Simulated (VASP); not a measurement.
These are PBEsol GGA, VASP's PBE PAW potentials (set 64) (plane waves; VASP 6.6.1) values and carry that method's errors.

Input for VASP

POSCAR:
```
Ti3B
1
    0.0000000000     2.9636525252     2.9636525252
    2.9636525252     0.0000000000     2.9636525252
    2.9636525252     2.9636525252     0.0000000000
B Ti
1 3
Direct
  0.0000000000   0.0000000000   0.0000000000
  0.5000000000   0.5000000000   0.5000000000
  0.2500000000   0.2500000000   0.2500000000
  0.7500000000   0.7500000000   0.7500000000
```

INCAR:
```
SYSTEM=Ti3B
PREC=Accurate; ENCUT=600; LREAL=F
LASPH=T
EDIFF=1E-7; NELM=100; ALGO=Normal
LMAXMIX=4
ISMEAR=1; SIGMA=0.1
GGA=PS
IBRION=2; NSW=40; ISIF=3
EDIFFG=-0.01; PSTRESS=150
LWAVE=F; LCHARG=F
```

### KPOINTS
```
Automatic mesh
0
G
 8 8 8
```

POTCAR, in this order: B Ti_sv (PBE.64 set). Program: vasp_std.

The run wrote:

File OSZICAR:
```
       N       E                     dE             d eps       ncg     rms          rms(c)
DAV:   1     0.482243381229E+03    0.48224E+03   -0.22429E+04  1334   0.231E+03
DAV:   2     0.245414029909E+02   -0.45770E+03   -0.45457E+03  1341   0.622E+02
DAV:   3    -0.294020132396E+02   -0.53943E+02   -0.53559E+02  2612   0.176E+02
DAV:   4    -0.348403970857E+02   -0.54384E+01   -0.54163E+01  1984   0.477E+01
DAV:   5    -0.350953487492E+02   -0.25495E+00   -0.25401E+00  2108   0.962E+00    0.188E+01
DAV:   6    -0.313316323756E+02    0.37637E+01   -0.26104E+01  1909   0.452E+01    0.559E+00
DAV:   7    -0.314052360403E+02   -0.73604E-01   -0.19714E+00  1793   0.129E+01    0.379E+00
DAV:   8    -0.314518865538E+02   -0.46651E-01   -0.76335E-01  1885   0.104E+01    0.269E+00
DAV:   9    -0.314386472036E+02    0.13239E-01   -0.53841E-01  1795   0.807E+00    0.874E-01
DAV:  10    -0.314420935179E+02   -0.34463E-02   -0.83099E-02  1952   0.315E+00    0.405E-01
DAV:  11    -0.314436696382E+02   -0.15761E-02   -0.13235E-02  1764   0.128E+00    0.151E-01
DAV:  12    -0.314439503213E+02   -0.28068E-03   -0.16686E-03  1849   0.478E-01    0.277E-02
DAV:  13    -0.314439473435E+02    0.29778E-05   -0.24506E-04  1894   0.176E-01    0.114E-02
DAV:  14    -0.314439480902E+02   -0.74675E-06   -0.25667E-05  1888   0.557E-02    0.472E-03
DAV:  15    -0.314439487689E+02   -0.67872E-06   -0.19960E-06  1817   0.156E-02    0.176E-03
DAV:  16    -0.314439488319E+02   -0.62929E-07   -0.44819E-07  1639   0.574E-03
   1 F= -.26569870E+02 E0= -.26568412E+02  d E =-.265699E+02
       N       E                     dE             d eps       ncg     rms          rms(c)
DAV:   1    -0.454010805987E+02   -0.13957E+02   -0.39057E+02  1770   0.234E+02    0.358E+01
DAV:   2    -0.314328504562E+02    0.13968E+02   -0.64088E+01  1709   0.950E+01    0.119E+01
DAV:   3    -0.308717392666E+02    0.56111E+00   -0.26741E+01  2022   0.601E+01    0.868E+00
DAV:   4    -0.300544492902E+02    0.81729E+00   -0.10608E+01  1974   0.296E+01    0.281E+00
DAV:   5    -0.303122449756E+02   -0.25780E+00   -0.11542E+00  1824   0.845E+00    0.130E+00
DAV:   6    -0.304729833741E+02   -0.16074E+00   -0.34291E-01  2014   0.345E+00    0.142E+00
DAV:   7    -0.305271751369E+02   -0.54192E-01   -0.60624E-02  1855   0.164E+00    0.935E-01
DAV:   8    -0.305872525813E+02   -0.60077E-01   -0.11018E-01  2091   0.182E+00    0.194E-01
DAV:   9    -0.305912120342E+02   -0.39595E-02   -0.17307E-02  1922   0.900E-01    0.232E-01
DAV:  10    -0.305925875218E+02   -0.13755E-02   -0.40546E-03  1679   0.487E-01    0.262E-02
DAV:  11    -0.305927797585E+02   -0.19224E-03   -0.83623E-04  1865   0.156E-01    0.132E-02
DAV:  12    -0.305927864145E+02   -0.66560E-05   -0.54905E-05  2057   0.514E-02    0.761E-03
DAV:  13    -0.305927872201E+02   -0.80567E-06   -0.15453E-05  1883   0.313E-02    0.909E-03
DAV:  14    -0.305927873449E+02   -0.12474E-06   -0.21419E-06  1554   0.168E-02    0.230E-03
DAV:  15    -0.305927873948E+02   -0.49909E-07   -0.13333E-07  1035   0.330E-03
   2 F= -.26525352E+02 E0= -.26525219E+02  d E =0.445184E-01
       N       E                     dE             d eps       ncg     rms          rms(c)
DAV:   1    -0.349411772105E+02   -0.43484E+01   -0.10463E+02  1664   0.141E+02    0.176E+01
DAV:   2    -0.317748922405E+02    0.31663E+01   -0.34773E+01  1921   0.579E+01    0.625E+00
DAV:   3    -0.314390226470E+02    0.33587E+00   -0.80932E+00  1924   0.289E+01    0.510E+00
DAV:   4    -0.311467682611E+02    0.29225E+00   -0.47614E+00  1978   0.226E+01    0.157E+00
DAV:   5    -0.311688609453E+02   -0.22093E-01   -0.63334E-01  1945   0.684E+00    0.999E-01
DAV:   6    -0.311965547127E+02   -0.27694E-01   -0.72039E-02  1880   0.218E+00    0.891E-01
DAV:   7    -0.312153106619E+02   -0.18756E-01   -0.11879E-02  1822   0.899E-01    0.658E-01
DAV:   8    -0.312557986201E+02   -0.40488E-01   -0.95030E-02  2019   0.173E+00    0.145E-01
DAV:   9    -0.312558822843E+02   -0.83664E-04   -0.11259E-02  1846   0.717E-01    0.215E-01
DAV:  10    -0.312576383510E+02   -0.17561E-02   -0.58963E-03  1761   0.606E-01    0.595E-02
DAV:  11    -0.312576733226E+02   -0.34972E-04   -0.77577E-04  1909   0.250E-01    0.369E-02
DAV:  12    -0.312576991429E+02   -0.25820E-04   -0.11540E-04  1654   0.845E-02    0.839E-03
DAV:  13    -0.312576993724E+02   -0.22954E-06   -0.16897E-05  2033   0.320E-02    0.503E-03
DAV:  14    -0.312576991007E+02    0.27177E-06   -0.11524E-06  1631   0.105E-02    0.146E-03
DAV:  15    -0.312576991456E+02   -0.44952E-07   -0.16788E-07  1297   0.293E-03
   3 F= -.26788235E+02 E0= -.26787237E+02  d E =-.218365E+00
       N       E                     dE             d eps       ncg     rms          rms(c)
DAV:   1    -0.312512957186E+02    0.64034E-02   -0.37121E-02  1782   0.249E+00    0.337E-01
DAV:   2    -0.312500006994E+02    0.12950E-02   -0.84796E-03  1929   0.996E-01    0.108E-01
DAV:   3    -0.312499292979E+02    0.71402E-04   -0.21659E-03  1916   0.547E-01    0.828E-02
DAV:   4    -0.312498569280E+02    0.72370E-04   -0.12015E-03  1851   0.423E-01    0.255E-02
DAV:   5    -0.312498764617E+02   -0.19534E-04   -0.14660E-04  1747   0.109E-01    0.153E-02
DAV:   6    -0.312498893219E+02   -0.12860E-04   -0.25481E-05  1894   0.338E-02    0.147E-02
DAV:   7    -0.312498943814E+02   -0.50595E-05   -0.33078E-06  1875   0.133E-02    0.116E-02
DAV:   8    -0.312499078524E+02   -0.13471E-04   -0.20337E-05  1972   0.270E-02    0.270E-03
DAV:   9    -0.312499083184E+02   -0.46598E-06   -0.48592E-06  1987   0.158E-02    0.341E-03
DAV:  10    -0.312499090264E+02   -0.70795E-06   -0.11647E-06  1811   0.687E-03    0.168E-03
DAV:  11    -0.312499091129E+02   -0.86549E-07   -0.83284E-08   785   0.192E-03
   4 F= -.26788300E+02 E0= -.26787317E+02  d E =-.218430E+00
```

File OUTCAR:
```
------------------------ aborting loop because EDIFF is reached ----------------------------------------
  FORCE on cell =-STRESS in cart. coord.  units (eV):
  Direction    XX          YY          ZZ          XY          YZ          ZX
  --------------------------------------------------------------------------------------
  Total        4.4711633      4.4711633      4.4711633      0.0000000      0.0000000     -0.0000000
  in kB      150.3212199    150.3212199    150.3212199      0.0000000      0.0000000     -0.0000000
  external PRESSURE =       0.3212199 kB  Pullay stress =     150.0000000 kB
  volume of cell :       47.66
      direct lattice vectors                 reciprocal lattice vectors
    -0.000000000  2.877576922  2.877576922    -0.173757301  0.173757301  0.173757301
     2.877576922 -0.000000000  2.877576922     0.173757301 -0.173757301  0.173757301
     2.877576922  2.877576922  0.000000000     0.173757301  0.173757301 -0.173757301
 POSITION                                       TOTAL-FORCE (eV/Angst)
 -----------------------------------------------------------------------------------
      0.00000      0.00000      0.00000         0.000000     -0.000000     -0.000000
      2.87758      2.87758      2.87758        -0.000000     -0.000000      0.000000
      1.43879      1.43879      1.43879        -0.000000      0.000000     -0.000000
      4.31637      4.31637      4.31637         0.000000      0.000000      0.000000
 -----------------------------------------------------------------------------------
    total drift:                                0.000000      0.000000      0.000000
  FREE ENERGIE OF THE ION-ELECTRON SYSTEM (eV)
  ---------------------------------------------------
  free  energy   TOTEN  =       -31.2499091129 eV

  energy  without entropy=      -31.2469598139  energy(sigma->0) =      -31.24892601
  enthalpy is  TOTEN    =       -26.7883002134 eV   P V=        4.4616088995

 reached required accuracy - stopping structural energy minimisation
```
(Selected blocks of OUTCAR.)

### CONTCAR
```
Ti3B
   1.00000000000000
    -0.0000000000000000    2.8775769220378011    2.8775769220378011
     2.8775769220378011   -0.0000000000000000    2.8775769220378011
     2.8775769220378011    2.8775769220378011    0.0000000000000000
  B               Ti
     1     3
Direct
     0.0000000000000000    0.0000000000000000    0.0000000000000000
     0.5000000000000000    0.5000000000000000    0.5000000000000000
     0.2500000000000000    0.2500000000000000    0.2500000000000000
     0.7500000000000000    0.7500000000000000    0.7500000000000000
```

Energy and stress use the plane-wave basis of the starting cell.

The structure was generated: Ti3B was put into the D03 type (Fm-3m), which need not be its known phase. This run relaxes it under an external pressure of 15 GPa. Symmetry was kept, so distortions that lower it aren't found. The electron count is odd and the run is not spin-polarised, which forces a metal.
